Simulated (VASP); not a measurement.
# TiRuC2 with PBEsol + D4: from relaxation to properties, part 4 of 4

What structure does TiRuC2 take at this level, and what are its properties? The cell is invented: it takes the structure of a Materials Project entry for ZrTiC2 (space group 166 there), with some of its atoms replaced by other elements, volume scaled by an estimate. It may not be a known or stable phase. Left out of this account: at least 1 further run (relaxation: not told here). The atoms of the start are displaced at random from the sites of a R-3m cell.

VASP 6.6.1, plane waves and PAW; the level of theory is named at each step.

Still holding for the runs below: The k-mesh is coarse for a metal.

So far. Step 5 (Bands along the symmetry lines (PBEsol + D4)): There is no gap at this level. Step 6 (Total and projected DOS (PBEsol + D4)): The finer mesh and the other smearing move the Fermi level by +0.01 eV from the 7×7×7 run, a small shift, which tests the Fermi level alone. Of the states within 0.3 eV of the Fermi level, the largest shares in the PAW spheres are Ru d 60 %, Ti d 14 % and C p 10 %. The relaxed cell has a = 3.072, c = 14.100 Å (conventional setting).

**8. Core-level energies (PBEsol + D4)**

This step: PBEsol with D4; plane waves and PAW (Ru_pv, Ti_sv, C); invented cell (VASP 6.6.1).

Core levels shift with the potential at each site, so they tell like atoms on unlike sites apart.

INCAR reads:

```
SYSTEM = TiRuC2
PREC = Accurate
ENCUT = 520
EDIFF = 1E-06
NELM = 100
ISMEAR = 0
SIGMA = 0.05
LREAL = .FALSE.
ALGO = Normal
GGA = PS
IVDW = 13
NBANDS = 23
LASPH = .TRUE.
LORBIT = 11
LWAVE = .FALSE.
LCHARG = .FALSE.
KPAR = 2
ICORELEVEL = 1
```

POSCAR reads:

```
TiRuC2
1.0
    1.5361499698      0.8868965974      4.6999418066
   -1.5361499698      0.8868965974      4.6999418066
    0.0000000000     -1.7737931947      4.6999418066
Ru Ti C
1 1 2
Direct
    0.9997592224      0.9997592224      0.9997592224
    0.4999985729      0.4999985729      0.4999985729
    0.7492614186      0.7492614186      0.7492614186
    0.2514237731      0.2514237731      0.2514237731
```

KPOINTS reads:

```
Automatic mesh
0
Gamma
7 7 7
0 0 0
```

The projector-augmented-wave data sets are Ru_pv, Ti_sv and C (PBE family, release 64).

On the command line:

```console
> mpirun -np 2 vasp_std
```

The program printed:

```text
[... set-up lines as in an earlier step ...]
 entering main loop
       N       E                     dE             d eps       ncg     rms          rms(c)
DAV:   1     0.367902464941E+03    0.36790E+03   -0.18237E+04  2024   0.171E+03
DAV:   2    -0.139005946029E+02   -0.38180E+03   -0.36889E+03  2178   0.500E+02
DAV:   3    -0.449435861789E+02   -0.31043E+02   -0.30199E+02  3442   0.126E+02
DAV:   4    -0.462945660664E+02   -0.13510E+01   -0.13442E+01  2436   0.227E+01
DAV:   5    -0.463361660252E+02   -0.41600E-01   -0.41597E-01  2937   0.365E+00    0.357E+01
DAV:   6    -0.407409940905E+02    0.55952E+01   -0.60698E+01  2279   0.672E+01    0.136E+01
DAV:   7    -0.384843753353E+02    0.22566E+01   -0.14423E+01  2573   0.376E+01    0.915E+00
DAV:   8    -0.382436200016E+02    0.24076E+00   -0.71201E+00  2857   0.197E+01    0.658E+00
DAV:   9    -0.380968559754E+02    0.14676E+00   -0.65449E-01  2696   0.740E+00    0.171E+00
DAV:  10    -0.380969019956E+02   -0.46020E-04   -0.58649E-02  2626   0.187E+00    0.584E-01
DAV:  11    -0.380957831639E+02    0.11188E-02   -0.16334E-02  2591   0.125E+00    0.210E-01
DAV:  12    -0.380958252309E+02   -0.42067E-04   -0.13098E-03  2540   0.325E-01    0.683E-02
DAV:  13    -0.380958069533E+02    0.18278E-04   -0.15067E-04  2584   0.990E-02    0.173E-02
DAV:  14    -0.380958083722E+02   -0.14189E-05   -0.96327E-06  2458   0.255E-02    0.608E-03
DAV:  15    -0.380958081317E+02    0.24049E-06   -0.87341E-07  1167   0.909E-03
   1 F= -.38893081E+02 E0= -.38891366E+02  d E =-.343068E-02
```

It took 38 s on 2 MPI ranks of Intel Xeon Platinum 8488C (Sapphire Rapids), shared host; peak memory 0.51 GiB.

From OUTCAR (step 8):

```text
   NELECT =      34.0000    total number of electrons

 the core state eigenenergies are
   1-  1s -21919.0457  2s  -3139.4602  2p  -2809.9872  3s   -541.1691  3p   -432.9410
       3d   -258.9351  4s    -61.8890
   2-  1s  -4851.5284  2s   -520.2115  2p   -427.4956
   3-  1s   -254.6615
   4-  1s   -254.6808

 E-fermi :  11.4674

 k-point     1 :       0.0000    0.0000    0.0000
  band No.  band energies     occupation
    ...
     13       8.9134      2.00000
     14       8.9134      2.00000
     15      10.0872      2.00000
     16      11.3170      1.99998
     17      11.3170      1.99998
     18      11.8582      0.00000
     19      11.8582      0.00000
     20      12.4184      0.00000
     21      13.3010      0.00000
     22      13.3010      0.00000
    ...

  DFT-D4 for vdW energy calculation

  Edisp (eV):   -0.79727

  Total      -0.00209    -0.00209     0.00224    -0.00000     0.00000     0.00000
  in kB      -0.08722    -0.08722     0.09353    -0.00000     0.00000     0.00000
  external pressure =       -0.03 kB  Pullay stress =        0.00 kB

 POSITION                                       TOTAL-FORCE (eV/Angst)
 -----------------------------------------------------------------------------------
      0.00000      0.00000     14.09643         0.000000      0.000000      0.007584
      0.00000      0.00000      7.04989         0.000000      0.000000      0.005732
      0.00000      0.00000     10.56446         0.000000     -0.000000     -0.009256
      0.00000      0.00000      3.54503         0.000000     -0.000000     -0.004060
 -----------------------------------------------------------------------------------
    total drift:                               -0.000000      0.000000      0.000108

  FREE ENERGIE OF THE ION-ELECTRON SYSTEM (eV)
  ---------------------------------------------------
  free  energy   TOTEN  =       -38.8930808619 eV

  energy  without entropy=      -38.8896501777  energy(sigma->0) =      -38.89136552

[... 9 parts as in an earlier step ...]

[... 7 further parts left out ...]
```

These are scalar-relativistic Kohn-Sham levels of the ground state, with no core hole, so they are not binding energies.

This step gave:

* SCF cycles: 15
* bands: 23
* irreducible k-points: 44
* free energy (TOTEN): -38.89 eV
* Fermi energy: 11.47 eV
* pressure: -0.002697 GPa

Kohn-Sham core levels. Core levels, by row:

```csv
atom,shell,level below the Fermi level (eV)
Ru1,1s,21930
Ru1,2s,3151
Ru1,2p,2821
Ru1,3s,552.6
Ru1,3p,444.4
Ru1,3d,270.4
Ru1,4s,73.36
Ti2,1s,4863
Ti2,2s,531.7
Ti2,2p,439
C3,1s,266.1
C4,1s,266.1
```

Atoms of one element give levels within 0.1 eV of each other.

**9. Field gradients at the nuclei (PBEsol + D4)**

Field gradients probe how far the charge around each nucleus departs from cubic symmetry; LASPH keeps the non-spherical terms inside the spheres.

Edit INCAR of step 8 so:

```diff
@@ -3,3 +3,3 @@
 ENCUT = 520
-EDIFF = 1E-06
+EDIFF = 1E-07
 NELM = 100
@@ -17,2 +17,2 @@
 KPAR = 2
-ICORELEVEL = 1
+LEFG = .TRUE.
```

POSCAR is that of step 8.

KPOINTS is that of step 8.

On the command line:

```console
> mpirun -np 2 vasp_std
```

The program printed:

```text
[... set-up lines as in an earlier step ...]
 entering main loop
       N       E                     dE             d eps       ncg     rms          rms(c)
[... 14 cycles as in an earlier step ...]
DAV:  15    -0.380958081586E+02    0.21353E-06   -0.11411E-06  3005   0.909E-03    0.320E-03
DAV:  16    -0.380958083372E+02   -0.17857E-06   -0.72359E-08  1180   0.254E-03    0.854E-04
DAV:  17    -0.380958083662E+02   -0.28962E-07   -0.25416E-08  1019   0.165E-03
ion   1
     0.0000000     0.0000000    -0.0000000    -5.9591479    -0.0000000     0.0000006
     0.0000541     0.0000000    -0.0000000    -5.9591479    -0.0000000     0.0000006
     0.0000746     0.0000000    -0.0000000    -5.9591478    -0.0000000     0.0000006
     0.0001027     0.0000000    -0.0000000    -5.9591477    -0.0000000     0.0000006
     0.0001414     0.0000000    -0.0000000    -5.9591475    -0.0000000     0.0000006

     0.0000000     0.0000000     0.0000001    -6.8688061    -0.0000000     0.0000255
     0.0000541     0.0000000     0.0000001    -6.8725799    -0.0000000     0.0000255
     0.0000746     0.0000000     0.0000001    -6.8745301    -0.0000000     0.0000255
     0.0001027     0.0000000     0.0000001    -6.8775954    -0.0000000     0.0000255
     0.0001414     0.0000000     0.0000001    -6.8823872    -0.0000000     0.0000255

ion   2
     0.0000000     0.0000000     0.0000000    -2.8206344    -0.0000000     0.0000004
     0.0000422     0.0000000     0.0000000    -2.8206344    -0.0000000     0.0000004
     0.0000581     0.0000000     0.0000000    -2.8206344    -0.0000000     0.0000004
     0.0000800     0.0000000     0.0000000    -2.8206344    -0.0000000     0.0000004
     0.0001102     0.0000000     0.0000000    -2.8206344    -0.0000000     0.0000004

     0.0000000     0.0000000     0.0000001   -27.0628957    -0.0000000     0.0000093
     0.0000422     0.0000000     0.0000001   -27.0627813    -0.0000000     0.0000093
     0.0000581     0.0000000     0.0000001   -27.0627176    -0.0000000     0.0000093
     0.0000800     0.0000000     0.0000001   -27.0626150    -0.0000000     0.0000093
     0.0001102     0.0000000     0.0000001   -27.0624507    -0.0000000     0.0000093

ion   3
     0.0000000    -0.0000000     0.0000000    -0.6546884    -0.0000000     0.0000001
     0.0000266    -0.0000000     0.0000000    -0.6546884    -0.0000000     0.0000001
     0.0000367    -0.0000000     0.0000000    -0.6546884    -0.0000000     0.0000001
     0.0000505    -0.0000000     0.0000000    -0.6546884    -0.0000000     0.0000001
     0.0000695    -0.0000000     0.0000000    -0.6546884    -0.0000000     0.0000001

     0.0000000    -0.0000000     0.0000000    -0.9664719    -0.0000000     0.0000002
     0.0000266    -0.0000000     0.0000000    -0.9664718    -0.0000000     0.0000002
     0.0000367    -0.0000000     0.0000000    -0.9664718    -0.0000000     0.0000002
     0.0000505    -0.0000000     0.0000000    -0.9664717    -0.0000000     0.0000002
     0.0000695    -0.0000000     0.0000000    -0.9664715    -0.0000000     0.0000002

ion   4
     0.0000000     0.0000000     0.0000000    -0.6674949     0.0000000     0.0000001
     0.0000266     0.0000000     0.0000000    -0.6674949     0.0000000     0.0000001
     0.0000367     0.0000000     0.0000000    -0.6674949     0.0000000     0.0000001
     0.0000505     0.0000000     0.0000000    -0.6674949     0.0000000     0.0000001
     0.0000695     0.0000000     0.0000000    -0.6674949     0.0000000     0.0000001

     0.0000000     0.0000000     0.0000000    -0.9726681     0.0000000     0.0000002
     0.0000266     0.0000000     0.0000000    -0.9726680     0.0000000     0.0000002
     0.0000367     0.0000000     0.0000000    -0.9726680     0.0000000     0.0000002
     0.0000505     0.0000000     0.0000000    -0.9726679     0.0000000     0.0000002
     0.0000695     0.0000000     0.0000000    -0.9726678     0.0000000     0.0000002

   1 F= -.38893081E+02 E0= -.38891366E+02  d E =-.343048E-02
```

Wall time 43 s (2 MPI ranks); peak memory 0.51 GiB; 84 s of CPU time.

OUTCAR, selected parts (step 9):

```text
   NELECT =      34.0000    total number of electrons

 E-fermi :  11.4673

 k-point     1 :       0.0000    0.0000    0.0000
  band No.  band energies     occupation
    ...
     13       8.9134      2.00000
     14       8.9134      2.00000
     15      10.0871      2.00000
     16      11.3169      1.99998
     17      11.3169      1.99998
     18      11.8581      0.00000
     19      11.8581      0.00000
     20      12.4183      0.00000
     21      13.3010      0.00000
     22      13.3010      0.00000
    ...

  DFT-D4 for vdW energy calculation

  Edisp (eV):   -0.79727

  Total       0.00144     0.00144     0.00414     0.00000     0.00000     0.00000
  in kB       0.06009     0.06009     0.17250     0.00000     0.00000     0.00000
  external pressure =        0.10 kB  Pullay stress =        0.00 kB

 POSITION                                       TOTAL-FORCE (eV/Angst)
 -----------------------------------------------------------------------------------
      0.00000      0.00000     14.09643         0.000000      0.000000      0.007664
      0.00000      0.00000      7.04989         0.000000      0.000000      0.005681
      0.00000      0.00000     10.56446         0.000000     -0.000000     -0.009184
      0.00000      0.00000      3.54503         0.000000     -0.000000     -0.004161
 -----------------------------------------------------------------------------------
    total drift:                               -0.000000      0.000000     -0.000046

  FREE ENERGIE OF THE ION-ELECTRON SYSTEM (eV)
  ---------------------------------------------------
  free  energy   TOTEN  =       -38.8930810964 eV

  energy  without entropy=      -38.8896506204  energy(sigma->0) =      -38.89136586

 Electric field gradients after diagonalization (V/A^2)
 (convention: |V_zz| > |V_xx| > |V_yy|)
----------------------------------------------------------------------
 ion       V_xx      V_yy      V_zz     asymmetry (V_yy - V_xx)/ V_zz
----------------------------------------------------------------------
   1      -3.861    -3.861     7.723       0.000
   2     -16.819   -16.819    33.638       0.000
   3      -0.478    -0.478     0.957       0.000
   4      -0.469    -0.469     0.938       0.000
----------------------------------------------------------------------

[... 9 parts as in an earlier step ...]

[... 8 further parts left out ...]
```

Numbers from this step:

* SCF cycles: 17
* pressure: 0.009756 GPa

Electric field gradients, by row:

| atom | Vxx (V/Å²) | Vyy (V/Å²) | Vzz (V/Å²) | asymmetry |
| --- | --- | --- | --- | --- |
| Ru1 | -3.861 | -3.861 | 7.723 | 0 |
| Ti2 | -16.82 | -16.82 | 33.64 | 0 |
| C3 | -0.478 | -0.478 | 0.957 | 0 |
| C4 | -0.469 | -0.469 | 0.938 | 0 |

The largest gradient, 33.64 V/Å², sits on Ti2; times the quadrupole moment of a nucleus that has one, it gives the coupling that NMR and NQR see.

**10. What came out**

```json
{
 "relaxed volume": "9.605 Å³/atom",
 "relaxed conventional cell a, b, c": "3.072, 3.072, 14.100 Å; angles 90.0, 90.0, 120.0°",
 "space group after relaxing, within 0.02 Å (lengths above averaged to it)": "R-3m (No. 166)",
 "band gap": "none, a metal",
 "DOS at the Fermi level": "1.85 states/eV/cell",
 "shallowest level of the frozen cores": "Ru1 4s, 73.4 eV deep",
 "largest field gradient Vzz": "33.64 V/Å² on Ti2"
}
```

**Reading.** With PBEsol + D4, TiRuC2 relaxes to 9.605 Å³/atom in space group R-3m and comes out as a metal. Not obtained: band structure (TB-mBJ), because the run crashed. Bands along the symmetry lines (PBEsol + D4): Of the bands kept, 2 cross the Fermi level on this path. Spin-orbit coupling is left out; it would split some degenerate bands. The k-sampling is coarse for a metal, so the Fermi level, pressures and the shape of the cell carry errors. No search among competing phases was made. All values are for a static lattice at zero temperature.

[Lines on the potential files, build, host, timing and source positions are cut from VASP's logs without a mark.]

[Logs are printed without paths, hosts, clocks, repeated set-up lines and the standing remarks that a program may print on its own settings, such as how far it seeks lower states.]

[Hosts, paths, dates, database ids (printed as entryN), source tags and the programs' standing remarks are cut or masked in the printed files.]

[A measured line is paired with the nearest computed mode of its activity, which favours agreement.]

[In band tables of VASP the shares of atoms and orbitals are scaled to a sum of 1 inside the atoms' spheres.]
